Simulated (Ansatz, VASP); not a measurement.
## HfIn4SiO6: VASP beside Ansatz

File INCAR:

```
SYSTEM = HfIn4SiO6
ALGO = Normal
EDIFF = 1E-7
ENCUT = 520
GGA = PE
ISIF = 2
ISMEAR = -1
KPAR = 4
LASPH = .True.
LCHARG = .False.
LREAL = .False.
LWAVE = .False.
NBANDS = 63
NELM = 80
PREC = Accurate
SIGMA = 0.05
```

File KPOINTS:

```
k-points
0
Gamma
  6 6 4
  0 0 0
```

File POSCAR:

```
HfIn4SiO6
1.0
    2.6791448248     -4.6400004506      0.0082174186
    2.6791448248      4.6400004506      0.0082174186
   -1.8537529678      0.0000000000      7.3012405758
Hf In Si O
1 4 1 6
Direct
    0.7883500000      0.2116500000      0.0000000000
    0.6217500000      0.3782500000      0.5000000000
    0.4550200000      0.5449800000      0.0000000000
    0.2840700000      0.7159300000      0.5000000000
    0.9581400000      0.0418600000      0.5000000000
    0.1216800000      0.8783200000      0.0000000000
    0.0621900000      0.1141500000      0.8666600000
    0.8858500000      0.9378100000      0.1333400000
    0.7949000000      0.5378400000      0.8666300000
    0.4621600000      0.2051000000      0.1333700000
    0.1535200000      0.6287900000      0.1333300000
    0.3712100000      0.8464800000      0.8666700000
```

input.yaml

```yaml
crystal:
  lattice:
    - [2.6791448248, -4.6400004506, 0.0082174186]
    - [2.6791448248, 4.6400004506, 0.0082174186]
    - [-1.8537529678, 0.0, 7.3012405758]
  atoms:
    - { symbol: Hf, position: [0.78835, 0.21165, 0.0] }
    - { symbol: In, position: [0.62175, 0.37825, 0.5] }
    - { symbol: In, position: [0.45502, 0.54498, 0.0] }
    - { symbol: In, position: [0.28407, 0.71593, 0.5] }
    - { symbol: In, position: [0.95814, 0.04186, 0.5] }
    - { symbol: Si, position: [0.12168, 0.87832, 0.0] }
    - { symbol: O, position: [0.06219, 0.11415, 0.86666] }
    - { symbol: O, position: [0.88585, 0.93781, 0.13334] }
    - { symbol: O, position: [0.7949, 0.53784, 0.86663] }
    - { symbol: O, position: [0.46216, 0.2051, 0.13337] }
    - { symbol: O, position: [0.15352, 0.62879, 0.13333] }
    - { symbol: O, position: [0.37121, 0.84648, 0.86667] }
hamiltonian:
  xc: pbe
  pseudopotentials: { kind: paw }
kpoints:
  mp_grid: { grid: [6, 6, 4] }
scf:
  occupations: { method: fermi_dirac, width: 0.05 }
output:
  forces: true
  stress: true
  eigenvalues: true
  write_density: true
  write_potential: true
  elf: true
  volumetric_format: npy
```

Change from the starting cell: volume scaled by 0.96.

Alike in both runs: task single point; functional PBE; k mesh 6 × 6 × 4; occupations fermi-dirac, width 0.05 eV; no spin polarisation.

|  | VASP | Ansatz |
| --- | --- | --- |
| version | VASP 6.6.1 | Ansatz 0.2.0 |
| potentials or method | VASP PAW PBE potentials, release 64 (Hf_pv, In_d, Si, O) | Ansatz PAW |
| plane-wave cutoff (eV) | 520 | 420 |
| valence electrons in the cell | 102 | 118 |

VASP gave:

- gap on the k mesh at the Fermi level (eV): none
- pressure (GPa): 4.9
- largest component of the traceless stress (GPa): 1.50
- rms of the force components (eV/Å): 0.166

Estimate Ansatz's values.

gap on the k mesh at the Fermi level (eV): none; pressure (GPa): 5.3; largest component of the traceless stress (GPa): 1.58; rms of the force components (eV/Å): 0.186.

Atom by atom the forces differ by 0.058 eV/Å (rms over components). A gap of «none» marks a metal or a gap that the smearing closes. The two sets of potentials don't hold the same shells in valence.

Caveats: the pressure holds a Pulay correction of +0.5 GPa for the finite cutoff (Ansatz). Spin-orbit coupling is left out, which matters for the levels of Hf.
